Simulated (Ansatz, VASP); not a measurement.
**Cross-check of RbTe2O6 (RbTe2O6 (Fd-3m)) between VASP and Ansatz**

Aim: how closely do two programs agree when they are given the same cell, functional and k mesh? The cell is taken from a series of runs on this material, whose earlier steps may have relaxed, scaled, displaced or heated it; both programs get it as it stands.

Method: plane waves, with VASP 6.6.1 beside it; relaxation of cell and atoms at PBEsol, in Ansatz 0.2.0.

## Step 1: The starting structure

It takes space group Fd-3m (No. 227, cubic). The conventional cell has a = 10.384 Å, b = 10.384 Å, c = 10.384 Å, α = 90.00°, β = 90.00°, γ = 90.00°. Nearest to Rb lie 18 O at 3.19 to 3.72 Å. Te has 6 O at 1.97 Å nearest. Nearest to O lie 2 Te at 1.97 Å and 3 Rb at 3.19 to 3.72 Å. Farther neighbours and most contacts between anions are not listed.

## Step 2: VASP: relaxation of cell and atoms, PBEsol

The relaxed volume is the usual yardstick between codes: in a stiff, nearly cubic crystal its relative difference is about their pressure difference at one cell divided by the bulk modulus.

Lines of VASP's logs that name or quote its potential files are left out, and so is its time.

INCAR reads:

```
SYSTEM = RbTe2O6
PREC = Accurate
ENCUT = 600
EDIFF = 1E-07
NELM = 120
ISMEAR = -1
SIGMA = 0.05
LREAL = .FALSE.
ALGO = Normal
GGA = PS
NBANDS = 75
LORBIT = 11
LWAVE = .FALSE.
LCHARG = .FALSE.
ISIF = 3
IBRION = 2
NSW = 80
EDIFFG = -0.005
LASPH = .TRUE.
GGA_COMPAT = .FALSE.
NELMIN = 4
KPAR = 4
```

POSCAR reads:

```
RbTe2O6
1.0
    0.0000000000      5.1920330000      5.1920330000
    5.1920330000      0.0000000000      5.1920330000
    5.1920330000      5.1920330000      0.0000000000
Rb Te O
2 4 12
Direct
    0.5000000241      0.5000000241      0.5000001205
    0.7500000241      0.7500000241      0.7500001205
    0.1250000241      0.1250000241      0.6250001205
    0.1250000241      0.6250000241      0.1250001205
    0.1250000241      0.1250000241      0.1250001205
    0.6250000241      0.1250000241      0.1250001205
    0.1931416364      0.8068584117      0.8068585081
    0.1931416364      0.1931416364      0.8068585081
    0.4431416364      0.0568584117      0.0568585081
    0.4431416364      0.4431416364      0.0568585081
    0.8068584117      0.1931416364      0.8068585081
    0.1931416364      0.8068584117      0.1931417328
    0.4431416364      0.0568584117      0.4431417328
    0.8068584117      0.8068584117      0.1931417328
    0.8068584117      0.1931416364      0.1931417328
    0.0568584117      0.4431416364      0.0568585081
    0.0568584117      0.4431416364      0.4431417328
    0.0568584117      0.0568584117      0.4431417328
```

KPOINTS reads:

```
Automatic mesh
0
Gamma
7 7 7
0 0 0
```

The projector-augmented-wave data sets are Rb_sv, Te and O (PBE family, release 64).

Launch:

```bash
> mpirun -np 4 vasp_std
```

Numbers of over 12 decimals in the logs are rounded to 6 here.

The log of the run:

```text
[banner, memory and clock lines left out]
running    4 mpi-ranks, on    1 nodes
 distrk:  each k-point on    1 cores,    4 groups
 distr:  one band on    1 cores,    1 groups

 POSCAR found type information on POSCAR RbTeO
 POSCAR found :  3 types and      18 ions
|                                                                             |
|               ----> ADVICE to this user running VASP <----                  |
|                                                                             |
|     You have a (more or less) 'large supercell' and for larger cells it     |
|     might be more efficient to use real-space projection operators.         |
|     Therefore, try LREAL= Auto in the INCAR file.                           |
|     Mind: For very accurate calculation, you might also keep the            |
|     reciprocal projection scheme (i.e. LREAL=.FALSE.).                      |
|                                                                             |

|                                                                             |
|               ----> ADVICE to this user running VASP <----                  |
|                                                                             |
|     You enforced a specific xc type in the INCAR file but a different       |
|     [... a line on the potential file left out ...]
|     I HOPE YOU KNOW WHAT YOU ARE DOING!                                     |
|                                                                             |

 LDA part: xc-table for (Slater+PW92), standard interpolation
 POSCAR, INCAR and KPOINTS ok, starting setup
 FFT: planning ... GRIDC
 FFT: planning ... GRID_SOFT
 FFT: planning ... GRID
 WAVECAR not read
 entering main loop
       N       E                     dE             d eps       ncg     rms          rms(c)
DAV:   1     0.825762793846E+03    0.82576E+03   -0.61985E+04  3000   0.157E+03
DAV:   2    -0.498063370801E+02   -0.87557E+03   -0.84694E+03  3927   0.326E+02
DAV:   3    -0.117419431893E+03   -0.67613E+02   -0.66801E+02  3709   0.923E+01
DAV:   4    -0.118985711027E+03   -0.15663E+01   -0.15612E+01  4096   0.130E+01
DAV:   5    -0.119033306201E+03   -0.47595E-01   -0.47579E-01  4176   0.208E+00    0.537E+01
DAV:   6    -0.101235535770E+03    0.17798E+02   -0.68774E+01  3496   0.285E+01    0.350E+01
DAV:   7    -0.101077593818E+03    0.15794E+00   -0.47260E+00  3520   0.707E+00    0.235E+01
DAV:   8    -0.100965016086E+03    0.11258E+00   -0.37785E-01  3728   0.265E+00    0.557E+00
DAV:   9    -0.100963497503E+03    0.15186E-02   -0.54653E-02  3640   0.806E-01    0.169E+00
DAV:  10    -0.100962692841E+03    0.80466E-03   -0.61352E-03  3552   0.304E-01    0.413E-01
DAV:  11    -0.100962694816E+03   -0.19750E-05   -0.93478E-04  3800   0.995E-02    0.156E-01
DAV:  12    -0.100962717995E+03   -0.23179E-04   -0.44181E-05  3760   0.255E-02    0.160E-01
DAV:  13    -0.100962751401E+03   -0.33406E-04   -0.65988E-05  3704   0.318E-02    0.433E-02
DAV:  14    -0.100962753300E+03   -0.18991E-05   -0.25896E-06  3648   0.595E-03    0.915E-03
DAV:  15    -0.100962754613E+03   -0.13125E-05   -0.11746E-06  3272   0.376E-03    0.259E-03
DAV:  16    -0.100962754543E+03    0.69696E-07   -0.97772E-08  2520   0.130E-03
   1 F= -.10096275E+03 E0= -.10095875E+03  d E =-.100963E+03
[...]
2 F= -.10097559E+03 E0= -.10097146E+03  d E =-.128330E-01
[...]
3 F= -.10100553E+03 E0= -.10100147E+03  d E =-.427744E-01
[...]
4 F= -.10101204E+03 E0= -.10100796E+03  d E =-.650897E-02
 trial-energy change:   -0.006509  1 .order   -0.006503   -0.008215   -0.004792
 step:   2.1789(harm=  2.1789)  dis= 0.01272  next Energy=  -101.015387 (dE=-0.986E-02)
 bond charge predicted
       N       E                     dE             d eps       ncg     rms          rms(c)
DAV:   1    -0.101021503617E+03   -0.94657E-02   -0.39308E+00  3000   0.791E+00    0.854E-01
DAV:   2    -0.101017149113E+03    0.43545E-02   -0.11360E-01  3712   0.125E+00    0.254E-01
DAV:   3    -0.101015672097E+03    0.14770E-02   -0.40008E-03  3704   0.250E-01    0.143E-01
DAV:   4    -0.101015394525E+03    0.27757E-03   -0.86187E-04  3888   0.110E-01    0.647E-02
DAV:   5    -0.101015376893E+03    0.17633E-04   -0.13239E-04  3872   0.428E-02    0.991E-02
DAV:   6    -0.101015380297E+03   -0.34044E-05   -0.12868E-05  3856   0.128E-02    0.451E-02
DAV:   7    -0.101015383704E+03   -0.34072E-05   -0.55218E-06  3800   0.834E-03    0.155E-02
DAV:   8    -0.101015384150E+03   -0.44559E-06   -0.46224E-07  3416   0.235E-03    0.623E-03
DAV:   9    -0.101015384747E+03   -0.59696E-06   -0.16487E-07  2488   0.166E-03    0.238E-03
DAV:  10    -0.101015384591E+03    0.15613E-06   -0.25466E-08  2152   0.606E-04    0.228E-03
DAV:  11    -0.101015384412E+03    0.17861E-06   -0.99554E-09  1992   0.384E-04    0.151E-04
DAV:  12    -0.101015384394E+03    0.17942E-07   -0.24817E-09  1984   0.157E-04
   5 F= -.10101538E+03 E0= -.10101127E+03  d E =-.985546E-02
 curvature:  -1.15 expect dE=-0.406E-07 dE for cont linesearch -0.114E-08
 trial: gam= 0.00016 g(F)=  0.856E-08 g(S)=  0.266E-07 ort = 0.308E-05 (trialstep = 0.116E+01)
 search vector abs. value=  0.365E-07
 reached required accuracy - stopping structural energy minimisation
```

OUTCAR, selected parts (step 2):

```text
ion  position               nearest neighbor table
   1  0.500  0.500  0.500-   7 3.19  11 3.19  14 3.19  12 3.19   8 3.19  15 3.19  17 3.72  13 3.72
                            10 3.72   9 3.72  16 3.72  18 3.72   9 3.72  18 3.72  16 3.72  10 3.72
   2  0.750  0.750  0.750-   9 3.19  16 3.19  18 3.19  10 3.19  17 3.19  13 3.19  11 3.72   7 3.72
                            14 3.72  12 3.72  15 3.72   8 3.72  15 3.72   8 3.72  12 3.72   7 3.72
   3  0.125  0.125  0.625-   8 1.97  13 1.97  17 1.97   7 1.97  11 1.97  18 1.97   5 3.67   4 3.67
                             5 3.67   6 3.67   4 3.67   6 3.67   1 4.31   2 4.31   1 4.31   2 4.31
   4  0.125  0.625  0.125-  12 1.97  10 1.97  17 1.97  14 1.97   7 1.97  16 1.97   5 3.67   3 3.67
                             3 3.67   5 3.67   6 3.67   6 3.67   1 4.31   2 4.31   1 4.31   2 4.31
   5  0.125  0.125  0.125-   9 1.97  16 1.97  18 1.97  15 1.97   8 1.97  12 1.97   3 3.67   4 3.67
                             6 3.67   3 3.67   4 3.67   6 3.67   1 4.31   2 4.31   1 4.31   2 4.31
   6  0.625  0.125  0.125-  15 1.97  13 1.97  10 1.97  14 1.97  11 1.97   9 1.97   5 3.67   3 3.67
                             4 3.67   3 3.67   4 3.67   5 3.67   1 4.31   2 4.31   2 4.31   1 4.31
   7  0.193  0.807  0.807-   3 1.97   4 1.97   1 3.19   2 3.72   2 3.72
   8  0.193  0.193  0.807-   3 1.97   5 1.97   1 3.19   2 3.72   2 3.72
   9  0.443  0.057  0.057-   5 1.97   6 1.97   2 3.19   1 3.72   1 3.72
  10  0.443  0.443  0.057-   4 1.97   6 1.97   2 3.19   1 3.72   1 3.72
  11  0.807  0.193  0.807-   3 1.97   6 1.97   1 3.19   2 3.72   2 3.72
  12  0.193  0.807  0.193-   4 1.97   5 1.97   1 3.19   2 3.72   2 3.72
  13  0.443  0.057  0.443-   3 1.97   6 1.97   2 3.19   1 3.72   1 3.72
  14  0.807  0.807  0.193-   4 1.97   6 1.97   1 3.19   2 3.72   2 3.72
  15  0.807  0.193  0.193-   6 1.97   5 1.97   1 3.19   2 3.72   2 3.72
  16  0.057  0.443  0.057-   5 1.97   4 1.97   2 3.19   1 3.72   1 3.72
  17  0.057  0.443  0.443-   3 1.97   4 1.97   2 3.19   1 3.72   1 3.72
  18  0.057  0.057  0.443-   5 1.97   3 1.97   2 3.19   1 3.72   1 3.72

  LATTYP: Found a face centered cubic cell.
 ALAT       =    10.3840660000

 Subroutine GETGRP returns: Found 48 space group operations
 (whereof 24 operations were pure point group operations)

The static configuration has the point symmetry T_d .
 The point group associated with its full space group is O_h .

 Found     20 irreducible k-points:

   k-points           NKPTS =     20   k-points in BZ     NKDIM =     20   number of bands    NBANDS=     75

   dimension x,y,z NGX =    60 NGY =   60 NGZ =   60
   dimension x,y,z NGXF=   120 NGYF=  120 NGZF=  120

   ENCUT  =  600.0 eV  44.10 Ry    6.64 a.u.  14.67 14.67 14.67*2*pi/ulx,y,z

   NELECT =     114.0000    total number of electrons

 k-points in reciprocal lattice and weights: Automatic mesh
   0.00000000  0.00000000  0.00000000       0.003
   0.14285714  0.00000000  0.00000000       0.023
   0.28571429  0.00000000  0.00000000       0.023
   0.42857143  0.00000000  0.00000000       0.023
   0.14285714  0.14285714  0.00000000       0.017
   0.28571429  0.14285714  0.00000000       0.070
   0.42857143  0.14285714  0.00000000       0.070
  -0.42857143  0.14285714  0.00000000       0.070
  -0.28571429  0.14285714  0.00000000       0.070
[...]
-0.42857143  0.42857143  0.14285714       0.070
  -0.28571429  0.42857143  0.14285714       0.070

 average (electrostatic) potential at core
       1 -34.0413       2 -34.0412       3 -92.6349       4 -92.6349       5 -92.6349
       6 -92.6349       7 -71.4723       8 -71.4723       9 -71.4723      10 -71.4723
      11 -71.4723      12 -71.4723      13 -71.4723      14 -71.4723      15 -71.4723
      16 -71.4723      17 -71.4723      18 -71.4723

 E-fermi :   4.4042

 k-point     1 :       0.0000    0.0000    0.0000
  band No.  band energies     occupation
    ...
     53       1.2717      2.00000
     54       1.8105      2.00000
     55       1.8284      2.00000
     56       1.8284      2.00000
     57       1.8284      2.00000
     58       6.6074      0.00000
     59       6.6074      0.00000
     60       6.6074      0.00000
     61       7.1774      0.00000
     62       7.1774      0.00000
    ...

 k-point     2 :       0.1429    0.0000    0.0000
  band No.  band energies     occupation
    ...
     53       1.4030      2.00000
     54       1.8123      2.00000
     55       1.8123      2.00000
     56       1.8539      2.00000
     57       2.1780      2.00000
     58       6.3417      0.00000
     59       6.3417      0.00000
     60       6.3488      0.00000
     61       7.5557      0.00000
     62       7.5557      0.00000
    ...

 k-point     3 :       0.2857    0.0000    0.0000
  band No.  band energies     occupation
    ...
     53       1.4840      2.00000
     54       1.8621      2.00000
     55       1.8621      2.00000
     56       1.9064      2.00000
     57       2.8916      2.00000
     58       5.7226      0.00000
     59       6.0807      0.00000
     60       6.0807      0.00000
     61       7.9616      0.00000
     62       7.9616      0.00000
    ...

  Total        0.0018196      0.0018196      0.0018196      0.0000000      0.0000000      0.0000000
  in kB        0.0103146      0.0103146      0.0103146      0.0000000      0.0000000      0.0000000
  external PRESSURE =       0.0103146 kB  Pullay stress =       0.0000000 kB

  energy-cutoff  :      600.00
  volume of cell :      282.64
      direct lattice vectors                 reciprocal lattice vectors
    -0.000000000  5.208744562  5.208744562    -0.095992421  0.095992421  0.095992421
     5.208744562  0.000000000  5.208744562     0.095992421 -0.095992421  0.095992421
     5.208744562  5.208744562  0.000000000     0.095992421  0.095992421 -0.095992421

 POSITION                                       TOTAL-FORCE (eV/Angst)
 -----------------------------------------------------------------------------------
      5.20875      5.20875      5.20874         0.000000     -0.000000      0.000000
      7.81312      7.81312      7.81312        -0.000000     -0.000000     -0.000000
      3.90656      3.90656      1.30219        -0.000000     -0.000000      0.000000
      3.90656      1.30219      3.90656         0.000000     -0.000000     -0.000000
      1.30219      1.30219      1.30219         0.000000     -0.000000     -0.000000
      1.30219      3.90656      3.90656        -0.000000     -0.000000      0.000000
      8.38513      5.20875      5.20874        -0.000122     -0.000000      0.000000
      5.20875      5.20875      2.03236        -0.000000     -0.000000      0.000122
      0.57201      2.60437      2.60437        -0.000122      0.000000      0.000000
      2.60437      2.60437      4.63673        -0.000000      0.000000      0.000122
      5.20875      8.38513      5.20874        -0.000000     -0.000122      0.000000
      5.20875      2.03236      5.20874        -0.000000      0.000122      0.000000
      2.60437      4.63673      2.60437         0.000000      0.000122      0.000000
      5.20875      5.20875      8.38513         0.000000     -0.000000     -0.000122
      2.03236      5.20875      5.20874         0.000122     -0.000000     -0.000000
      2.60437      0.57201      2.60437         0.000000     -0.000122      0.000000
      4.63673      2.60437      2.60437         0.000122      0.000000     -0.000000
      2.60437      2.60437      0.57201         0.000000      0.000000     -0.000122
 -----------------------------------------------------------------------------------
    total drift:                               -0.005954     -0.005954     -0.000383

  FREE ENERGIE OF THE ION-ELECTRON SYSTEM (eV)
  ---------------------------------------------------
  free  energy   TOTEN  =      -101.0153843941 eV

  energy  without entropy=     -101.0071629693  energy(sigma->0) =     -101.01127368

 reached required accuracy - stopping structural energy minimisation

 total charge
# of ion       s       p       d       tot
------------------------------------------
    1        1.931   5.356   0.011   7.299
    2        1.931   5.356   0.011   7.299
    3        1.311   1.444   0.423   3.178
    4        1.311   1.444   0.423   3.178
    5        1.311   1.444   0.423   3.178
    6        1.311   1.444   0.423   3.178
    7        1.577   3.442   0.000   5.019
    8        1.577   3.442   0.000   5.019
    9        1.577   3.442   0.000   5.019
   10        1.577   3.442   0.000   5.019
   11        1.577   3.442   0.000   5.019
   12        1.577   3.442   0.000   5.019
   13        1.577   3.442   0.000   5.019
   14        1.577   3.442   0.000   5.019
   15        1.577   3.442   0.000   5.019
   16        1.577   3.442   0.000   5.019
   17        1.577   3.442   0.000   5.019
   18        1.577   3.442   0.000   5.019
--------------------------------------------------
tot         28.032  57.791   1.713  87.536

[... 3 further parts left out ...]
```

(Part 1 of 2 ends here.)

[Lines on the potential files, build, host, timing and source positions are cut from VASP's logs without a mark.]

[Logs are printed without paths, hosts, clocks, repeated set-up lines and the standing remarks that a program may print on its own settings, such as how far it seeks lower states.]

[Hosts, paths, dates, database ids (printed as entryN), source tags and the programs' standing remarks are cut or masked in the printed files.]
